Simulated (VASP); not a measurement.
Computed with LDA (Ceperley-Alder, Perdew-Zunger), VASP's LDA PAW potentials (set 64) (plane waves; VASP 6.6.1).

A VASP calculation is set up with these files.

### INCAR
```
ISIF = 2
ISMEAR = 0   ! Gaussian
EDIFF = 1E-8   ! SCF stop (eV)
LREAL = .False.   ! projection in real space or not
NSW = 30   ! most ionic steps
ALGO = Normal   ! blocked Davidson
LCHARG = .False.
ENCUT = 520
LMAXMIX = 4
EDIFFG = -0.001   ! ionic stop
PREC = Accurate
SYSTEM = GaN
NELM = 100   ! most electronic steps
LWAVE = .False.
IBRION = 1   ! quasi-Newton
SIGMA = 0.05
LASPH = .True.   ! aspherical one-centre terms
```

File KPOINTS:
```
Automatic mesh
0
Gamma
7 7 4
0 0 0
```

POSCAR:
```
GaN
1.0
  1.5796258099  -2.7359921227   0.0000000000
  1.5796258099   2.7359921227   0.0000000000
  0.0000000000   0.0000000000   5.1435642164
Ga N
2 2
Cart
  1.5796258099  -0.9119991982   2.5720431796
  1.5796258099   0.9119991982   0.0002610714
  1.5796258099  -0.9119991982   4.5106447464
  1.5796258099   0.9119991982   1.9388626382
```

POTCAR, in this order: Ga_d N (LDA.64 set). Program: vasp_std.

The resulting files:

OSZICAR:
```
       N       E                     dE             d eps       ncg     rms          rms(c)
DAV:   1     0.270929958801E+03    0.27093E+03   -0.18534E+04  1130   0.307E+03
DAV:   2     0.153152431428E+01   -0.26940E+03   -0.25993E+03  1184   0.526E+02
DAV:   3    -0.308699507914E+02   -0.32401E+02   -0.32184E+02  1212   0.152E+02
DAV:   4    -0.320449312131E+02   -0.11750E+01   -0.11730E+01  1436   0.306E+01
DAV:   5    -0.320584401258E+02   -0.13509E-01   -0.13505E-01  1184   0.316E+00    0.108E+01
DAV:   6    -0.279231976226E+02    0.41352E+01   -0.15655E+01  1904   0.599E+01    0.320E+00
DAV:   7    -0.279702753085E+02   -0.47078E-01   -0.15469E+00  1176   0.986E+00    0.258E+00
DAV:   8    -0.279331621063E+02    0.37113E-01   -0.33195E-01  1786   0.766E+00    0.992E-01
DAV:   9    -0.279087618806E+02    0.24400E-01   -0.12088E-01  1808   0.567E+00    0.301E-01
DAV:  10    -0.279099032913E+02   -0.11414E-02   -0.55913E-03  1412   0.910E-01    0.127E-01
DAV:  11    -0.279093277078E+02    0.57558E-03   -0.28482E-03  1732   0.977E-01    0.192E-02
DAV:  12    -0.279093577157E+02   -0.30008E-04   -0.30270E-04  1152   0.126E-01    0.217E-02
DAV:  13    -0.279093602651E+02   -0.25494E-05   -0.11840E-04  1838   0.157E-01    0.314E-02
DAV:  14    -0.279093525730E+02    0.76921E-05   -0.28203E-05  1674   0.682E-02    0.859E-03
DAV:  15    -0.279093524056E+02    0.16741E-06   -0.33594E-06  1528   0.150E-02    0.750E-04
DAV:  16    -0.279093524109E+02   -0.52751E-08   -0.18229E-07  1152   0.331E-03    0.113E-03
DAV:  17    -0.279093524028E+02    0.80572E-08   -0.11449E-08   840   0.276E-03
   1 F= -.27909352E+02 E0= -.27909352E+02  d E =-.279094E+02
       N       E                     dE             d eps       ncg     rms          rms(c)
DAV:   1    -0.279093405564E+02    0.11855E-04   -0.10337E-02  1056   0.787E-01    0.126E-02
DAV:   2    -0.279093747503E+02   -0.34194E-04   -0.35760E-04  1228   0.174E-01    0.650E-03
DAV:   3    -0.279093747964E+02   -0.46074E-07   -0.11136E-05  1478   0.294E-02    0.428E-03
DAV:   4    -0.279093741646E+02    0.63182E-06   -0.20523E-06  1350   0.174E-02    0.742E-04
DAV:   5    -0.279093742234E+02   -0.58867E-07   -0.67886E-07  1206   0.649E-03    0.791E-04
DAV:   6    -0.279093742177E+02    0.56898E-08   -0.11337E-08   838   0.182E-03
   2 F= -.27909374E+02 E0= -.27909374E+02  d E =-.218149E-04
       N       E                     dE             d eps       ncg     rms          rms(c)
DAV:   1    -0.279093741763E+02    0.47137E-07   -0.29090E-04  1056   0.132E-01    0.212E-03
DAV:   2    -0.279093751200E+02   -0.94369E-06   -0.98963E-06  1212   0.290E-02    0.107E-03
DAV:   3    -0.279093751218E+02   -0.18490E-08   -0.31526E-07  1470   0.498E-03    0.698E-04
DAV:   4    -0.279093751065E+02    0.15336E-07   -0.53259E-08  1062   0.289E-03    0.122E-04
DAV:   5    -0.279093751086E+02   -0.20864E-08   -0.20545E-08   892   0.117E-03
   3 F= -.27909375E+02 E0= -.27909375E+02  d E =-.890839E-06
```

OUTCAR:
```
------------------------ aborting loop because EDIFF is reached ----------------------------------------
  FORCE on cell =-STRESS in cart. coord.  units (eV):
  Direction    XX          YY          ZZ          XY          YZ          ZX
  --------------------------------------------------------------------------------------
  Total       -0.0539834     -0.0539834      0.0505014      0.0000000      0.0000000      0.0000000
  in kB       -1.9453931     -1.9453930      1.8199125      0.0000000      0.0000000      0.0000000
  external PRESSURE =      -0.6902912 kB  Pullay stress =       0.0000000 kB
  volume of cell :       44.46
      direct lattice vectors                 reciprocal lattice vectors
     1.579625810 -2.735992123  0.000000000     0.316530660 -0.182749064  0.000000000
     1.579625810  2.735992123  0.000000000     0.316530660  0.182749064  0.000000000
     0.000000000  0.000000000  5.143564216     0.000000000  0.000000000  0.194417715
  FREE ENERGIE OF THE ION-ELECTRON SYSTEM (eV)
  ---------------------------------------------------
  free  energy   TOTEN  =       -27.9093751086 eV

  energy  without entropy=      -27.9093751086  energy(sigma->0) =      -27.90937511

 reached required accuracy - stopping structural energy minimisation
```
(Selected blocks of OUTCAR.)

CONTCAR:
```
GaN
   1.00000000000000
     1.5796258099000000   -2.7359921226999999    0.0000000000000000
     1.5796258099000000    2.7359921226999999    0.0000000000000000
     0.0000000000000000    0.0000000000000000    5.1435642163999997
  Ga              N
     2     2
Direct
     0.6666669999999968    0.3333330000000032    0.5001817123228245
     0.3333330000000032    0.6666669999999968    0.0001817123228244
     0.6666669999999968    0.3333330000000032    0.8768182876771780
     0.3333330000000032    0.6666669999999968    0.3768182876771780
```

The compound is GaN in the wurtzite structure. This run relaxes the ions in a fixed cell. Symmetry was kept, so distortions that lower it aren't found. The start is the result of an earlier pass.
